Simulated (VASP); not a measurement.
OSZICAR of a VASP run on Al35N36:

OSZICAR:
```
       N       E                     dE             d eps       ncg     rms          rms(c)
DAV:   1    -0.616583815461E+03   -0.61658E+03   -0.18193E+01   428   0.866E+00    0.497E+01
DAV:   2    -0.616634921921E+03   -0.51106E-01   -0.80311E+00   454   0.560E+00    0.332E+01
DAV:   3    -0.615835335950E+03    0.79959E+00   -0.49526E+00   502   0.571E+00    0.199E+01
DAV:   4    -0.617186510505E+03   -0.13512E+01   -0.16542E+00   384   0.213E+00    0.137E+01
DAV:   5    -0.616526763282E+03    0.65975E+00   -0.80463E+00   494   0.639E+00    0.110E+01
DAV:   6    -0.615806044876E+03    0.72072E+00   -0.41220E+00   486   0.645E+00    0.598E+00
DAV:   7    -0.617440634706E+03   -0.16346E+01   -0.79886E+00   430   0.399E+00    0.707E+00
DAV:   8    -0.616168205227E+03    0.12724E+01   -0.46192E+00   486   0.656E+00    0.521E+00
DAV:   9    -0.616754914338E+03   -0.58671E+00   -0.61681E+00   406   0.480E+00    0.616E+00
DAV:  10    -0.616885188344E+03   -0.13027E+00   -0.14604E+01   478   0.645E+00    0.745E+00
DAV:  11    -0.616218656988E+03    0.66653E+00   -0.37337E+00   462   0.635E+00    0.410E+00
DAV:  12    -0.618038760659E+03   -0.18201E+01   -0.23271E+01   414   0.585E+00    0.103E+01
DAV:  13    -0.615608332517E+03    0.24304E+01   -0.15552E+01   526   0.899E+00    0.715E+00
DAV:  14    -0.616479905777E+03   -0.87157E+00   -0.32879E+00   446   0.594E+00    0.456E+00
DAV:  15    -0.617700604487E+03   -0.12207E+01   -0.20090E+01   454   0.633E+00    0.101E+01
DAV:  16    -0.615308025307E+03    0.23926E+01   -0.81035E+00   494   0.914E+00    0.459E+00
DAV:  17    -0.617902757512E+03   -0.25947E+01   -0.16883E+01   382   0.516E+00    0.815E+00
DAV:  18    -0.616186701455E+03    0.17161E+01   -0.98382E+00   510   0.789E+00    0.557E+00
DAV:  19    -0.617319596517E+03   -0.11329E+01   -0.13302E+01   422   0.610E+00    0.828E+00
DAV:  20    -0.616409766301E+03    0.90983E+00   -0.13228E+01   486   0.824E+00    0.785E+00
DAV:  21    -0.616293159629E+03    0.11661E+00   -0.38854E+00   462   0.715E+00    0.495E+00
DAV:  22    -0.617845448357E+03   -0.15523E+01   -0.20791E+01   470   0.661E+00    0.101E+01
DAV:  23    -0.615665912244E+03    0.21795E+01   -0.13230E+01   502   0.934E+00    0.685E+00
DAV:  24    -0.617490502283E+03   -0.18246E+01   -0.19100E+01   414   0.691E+00    0.800E+00
DAV:  25    -0.616468371731E+03    0.10221E+01   -0.10313E+01   454   0.765E+00    0.628E+00
DAV:  26    -0.617207351366E+03   -0.73898E+00   -0.14076E+01   430   0.707E+00    0.881E+00
DAV:  27    -0.616087451972E+03    0.11199E+01   -0.10396E+01   486   0.850E+00    0.707E+00
DAV:  28    -0.616649092794E+03   -0.56164E+00   -0.55505E+00   430   0.665E+00    0.616E+00
DAV:  29    -0.617428038207E+03   -0.77895E+00   -0.20141E+01   462   0.740E+00    0.942E+00
DAV:  30    -0.616075636092E+03    0.13524E+01   -0.14560E+01   454   0.858E+00    0.697E+00
DAV:  31    -0.617382600662E+03   -0.13070E+01   -0.18105E+01   438   0.717E+00    0.790E+00
DAV:  32    -0.616384204588E+03    0.99840E+00   -0.79136E+00   462   0.763E+00    0.623E+00
DAV:  33    -0.617058492365E+03   -0.67429E+00   -0.10841E+01   438   0.691E+00    0.892E+00
DAV:  34    -0.616189385022E+03    0.86911E+00   -0.13244E+01   534   0.888E+00    0.732E+00
DAV:  35    -0.616713021414E+03   -0.52364E+00   -0.70729E+00   446   0.657E+00    0.636E+00
DAV:  36    -0.617489215853E+03   -0.77619E+00   -0.22208E+01   462   0.749E+00    0.945E+00
DAV:  37    -0.615943872261E+03    0.15453E+01   -0.12085E+01   454   0.823E+00    0.610E+00
DAV:  38    -0.617555697253E+03   -0.16118E+01   -0.17020E+01   446   0.686E+00    0.825E+00
DAV:  39    -0.616099101369E+03    0.14566E+01   -0.53335E+00   486   0.796E+00    0.614E+00
DAV:  40    -0.617105004813E+03   -0.10059E+01   -0.11516E+01   414   0.693E+00    0.904E+00
DAV:  41    -0.616427524560E+03    0.67748E+00   -0.17867E+01   550   0.919E+00    0.764E+00
DAV:  42    -0.616747493057E+03   -0.31997E+00   -0.82727E+00   430   0.677E+00    0.650E+00
DAV:  43    -0.617553527062E+03   -0.80603E+00   -0.23220E+01   438   0.778E+00    0.970E+00
DAV:  44    -0.615708030146E+03    0.18455E+01   -0.97515E+00   470   0.840E+00    0.513E+00
DAV:  45    -0.617858598166E+03   -0.21506E+01   -0.17816E+01   438   0.644E+00    0.890E+00
DAV:  46    -0.615817433049E+03    0.20412E+01   -0.51559E+00   518   0.847E+00    0.569E+00
DAV:  47    -0.617411995881E+03   -0.15946E+01   -0.14082E+01   414   0.656E+00    0.932E+00
DAV:  48    -0.616419387855E+03    0.99261E+00   -0.19512E+01   502   0.949E+00    0.765E+00
DAV:  49    -0.616773200850E+03   -0.35381E+00   -0.84557E+00   422   0.687E+00    0.651E+00
DAV:  50    -0.617577505963E+03   -0.80431E+00   -0.23223E+01   446   0.788E+00
   1 F= -.61757751E+03 E0= -.61757751E+03  d E =-.900939E-06
```

**Question.** Which electronic solver shows in the log?

**Answer.** It is blocked Davidson (ALGO = Normal, or the opening steps of other solvers). The INCAR had ALGO = Normal.

**Question.** Can the final energy be trusted as converged?

**Answer.** The run did not converge; its last values are not results. It stopped with EDIFF = 1E-5, NELM = 50 (HSE06 screened hybrid, plane waves, VASP's PBE PAW potentials (set 64)).  The cell is charged, with a uniform compensating background. The supercell is sampled at Γ alone, which is coarse: total energies, pressure and levels can be off, energies of defects by several tenths of an eV.

The cell is a supercell with a defect, built from AlN (wurtzite): vac_Al, charge +1. The cell's shape comes from a PBE relaxation. The run is not spin-polarised, so no state with unpaired spins was tried.
